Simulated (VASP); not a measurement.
Method: LDA (Ceperley-Alder, Perdew-Zunger), VASP's LDA PAW potentials (set 64) (plane waves; VASP 6.6.1).

Input for VASP

KPOINTS:
```
Automatic mesh
0
Gamma
17 17 17
0 0 0
```

### POSCAR
```
Fe
1
   -1.3720300033     1.3720300033     1.3720300033
    1.3720300033    -1.3720300033     1.3720300033
    1.3720300033     1.3720300033    -1.3720300033
Fe
1
Direct
  0.0000000000   0.0000000000   0.0000000000
```

### INCAR
```
# general
SYSTEM  = Fe
PREC    = Accurate
ENCUT   = 400   # plane-wave cut-off (eV)
LREAL   = .False.   # projection in real space or not
LASPH   = .True.   # aspherical one-centre terms

# electronic loop
EDIFF   = 1E-6   # SCF stop (eV)
NELM    = 100
ALGO    = Normal   # blocked Davidson
LMAXMIX = 4   # l cut-off of mixed one-centre charges

# smearing
ISMEAR  = 1   # Methfessel-Paxton
SIGMA   = 0.1

# spin
ISPIN   = 2
MAGMOM  = 1.9

# ions
IBRION  = 2   # conjugate gradients
NSW     = 60
ISIF    = 3   # ions, shape and volume
EDIFFG  = -0.01   # ionic stop

# output
LWAVE   = .False.
LCHARG  = .False.
LORBIT  = 10
```

POTCAR, in this order: Fe (LDA.64 set). Program: vasp_std.

The resulting files:

File OUTCAR:
```
 ion  position               nearest neighbor table
   1  0.000  0.000  0.000-
  LATTYP: Found a body centered cubic cell.
 ALAT       =     2.7440600066
 Subroutine PRICEL returns:
 Original cell was already a primitive cell.
 Subroutine GETGRP returns: Found 48 space group operations
The static configuration has the point symmetry O_h .
The dynamic configuration has the point symmetry O_h .
The overall configuration has the point symmetry O_h .
 Subroutine INISYM returns: Found 48 space group operations
 Subroutine IBZKPT returns following result:
 Found    165 irreducible k-points:

 Following reciprocal coordinates:
            Coordinates               Weight
  0.000000  0.000000  0.000000      1.000000
  0.058824  0.000000  0.000000     12.000000
  0.117647  0.000000  0.000000     12.000000
  0.176471  0.000000  0.000000     12.000000
  0.235294  0.000000  0.000000     12.000000
  0.294118  0.000000  0.000000     12.000000
  0.352941  0.000000  0.000000     12.000000
  0.411765  0.000000  0.000000     12.000000
  0.470588  0.000000  0.000000     12.000000
  0.058824  0.058824  0.000000     24.000000
  0.117647  0.058824  0.000000     48.000000
  0.176471  0.058824  0.000000     48.000000
  0.235294  0.058824  0.000000     48.000000
  0.294118  0.058824  0.000000     48.000000
  0.352941  0.058824  0.000000     48.000000
  0.411765  0.058824  0.000000     48.000000
  0.470588  0.058824  0.000000     24.000000
  0.117647  0.117647  0.000000     24.000000
  0.176471  0.117647 -0.000000     48.000000
  0.235294  0.117647  0.000000     48.000000
  0.294118  0.117647  0.000000     48.000000
  0.352941  0.117647  0.000000     48.000000
  0.411765  0.117647  0.000000     48.000000
  0.176471  0.176471  0.000000     24.000000
...
```

### OSZICAR
```
       N       E                     dE             d eps       ncg     rms          rms(c)
DAV:   1     0.989336300385E+01    0.98934E+01   -0.34954E+03  6340   0.916E+02
DAV:   2    -0.102032449843E+02   -0.20097E+02   -0.18962E+02  5988   0.117E+02
DAV:   3    -0.104365693053E+02   -0.23332E+00   -0.23287E+00  6535   0.174E+01
DAV:   4    -0.104377375970E+02   -0.11683E-02   -0.11682E-02  6554   0.112E+00
DAV:   5    -0.104377495227E+02   -0.11926E-04   -0.11925E-04  6506   0.102E-01    0.128E+01
DAV:   6    -0.929520608796E+01    0.11425E+01   -0.11807E+01  6289   0.599E+01    0.453E+00
DAV:   7    -0.923795638176E+01    0.57250E-01   -0.58065E-01  6295   0.132E+01    0.297E+00
DAV:   8    -0.923326192432E+01    0.46945E-02   -0.82019E-03  7472   0.949E-01    0.153E+00
DAV:   9    -0.922347633308E+01    0.97856E-02   -0.11485E-02  7583   0.120E+00    0.569E-01
DAV:  10    -0.922156750571E+01    0.19088E-02   -0.80211E-04  7943   0.381E-01    0.874E-01
DAV:  11    -0.922475420738E+01   -0.31867E-02   -0.55691E-03  7320   0.107E+00    0.377E-02
DAV:  12    -0.922476292990E+01   -0.87225E-05   -0.15213E-05  6807   0.573E-02    0.119E-02
DAV:  13    -0.922476580469E+01   -0.28748E-05   -0.52346E-07  3349   0.112E-02    0.779E-03
DAV:  14    -0.922476589381E+01   -0.89121E-07   -0.33741E-07  3013   0.857E-03
   1 F= -.92247659E+01 E0= -.92247699E+01  d E =-.922477E+01  mag=     2.0002
       N       E                     dE             d eps       ncg     rms          rms(c)
DAV:   1    -0.923598968168E+01   -0.11224E-01   -0.24971E-01  6183   0.954E+00    0.103E+00
DAV:   2    -0.922598841411E+01    0.10001E-01   -0.11243E-01  6255   0.541E+00    0.882E-01
DAV:   3    -0.922479749211E+01    0.11909E-02   -0.79374E-03  6304   0.153E+00    0.320E-01
DAV:   4    -0.922468013954E+01    0.11735E-03   -0.73333E-05  6386   0.149E-01    0.773E-02
DAV:   5    -0.922457675923E+01    0.10338E-03   -0.11595E-04  6272   0.112E-01    0.118E-02
DAV:   6    -0.922457805066E+01   -0.12914E-05   -0.24044E-06  5067   0.160E-02    0.704E-03
DAV:   7    -0.922457821505E+01   -0.16439E-06   -0.20751E-07  3002   0.615E-03
   2 F= -.92245782E+01 E0= -.92246342E+01  d E =0.187679E-03  mag=     2.0194
       N       E                     dE             d eps       ncg     rms          rms(c)
DAV:   1    -0.922875338014E+01   -0.41753E-02   -0.85264E-02  6184   0.553E+00    0.582E-01
DAV:   2    -0.922535767982E+01    0.33957E-02   -0.34886E-02  6255   0.304E+00    0.472E-01
DAV:   3    -0.922504619250E+01    0.31149E-03   -0.20039E-03  6315   0.774E-01    0.189E-01
DAV:   4    -0.922500496323E+01    0.41229E-04   -0.16264E-05  6298   0.635E-02    0.417E-02
DAV:   5    -0.922496988483E+01    0.35078E-04   -0.42224E-05  6487   0.545E-02    0.560E-03
DAV:   6    -0.922497021905E+01   -0.33423E-06   -0.74373E-07  3347   0.115E-02
   3 F= -.92249702E+01 E0= -.92249939E+01  d E =-.204325E-03  mag=     2.0083
```

**OUTCAR**
```
------------------------ aborting loop because EDIFF is reached ----------------------------------------
  FORCE on cell =-STRESS in cart. coord.  units (eV):
  Direction    XX          YY          ZZ          XY          YZ          ZX
  --------------------------------------------------------------------------------------
  Total       -0.0037146     -0.0037146     -0.0037146      0.0000000      0.0000000     -0.0000000
  in kB       -0.5732632     -0.5732632     -0.5732632      0.0000000      0.0000000     -0.0000000
  external PRESSURE =      -0.5732632 kB  Pullay stress =       0.0000000 kB
  volume of cell :       10.38
      direct lattice vectors                 reciprocal lattice vectors
    -1.374263963  1.374263963  1.374263963     0.000000000  0.363831122  0.363831122
     1.374263963 -1.374263963  1.374263963     0.363831122  0.000000000  0.363831122
     1.374263963  1.374263963 -1.374263963     0.363831122  0.363831122  0.000000000
 POSITION                                       TOTAL-FORCE (eV/Angst)
 -----------------------------------------------------------------------------------
      0.00000     -0.00000      0.00000         0.000000     -0.000000      0.000000
 -----------------------------------------------------------------------------------
    total drift:                                0.000000     -0.000000     -0.000000
  FREE ENERGIE OF THE ION-ELECTRON SYSTEM (eV)
  ---------------------------------------------------
  free  energy   TOTEN  =        -9.2249702191 eV

  energy  without entropy=       -9.2250412448  energy(sigma->0) =       -9.22499389

 total charge

# of ion       s       p       d       tot
------------------------------------------
    1        0.528   0.620   6.332   7.480

 magnetization (x)

# of ion       s       p       d       tot
------------------------------------------
    1       -0.009  -0.033   2.016   1.974

 reached required accuracy - stopping structural energy minimisation
```
(Selected blocks of OUTCAR.)

**CONTCAR**
```
Fe
   1.00000000000000
    -1.3742639627689743    1.3742639627689743    1.3742639627689743
     1.3742639627689743   -1.3742639627689743    1.3742639627689743
     1.3742639627689743    1.3742639627689743   -1.3742639627689743
  Fe
     1
Direct
     0.0000000000000000    0.0000000000000000    0.0000000000000000
```

The compound is Fe in the bcc structure. This run relaxes it. Symmetry was kept, so distortions that lower it aren't found. The start is the result of an earlier pass.
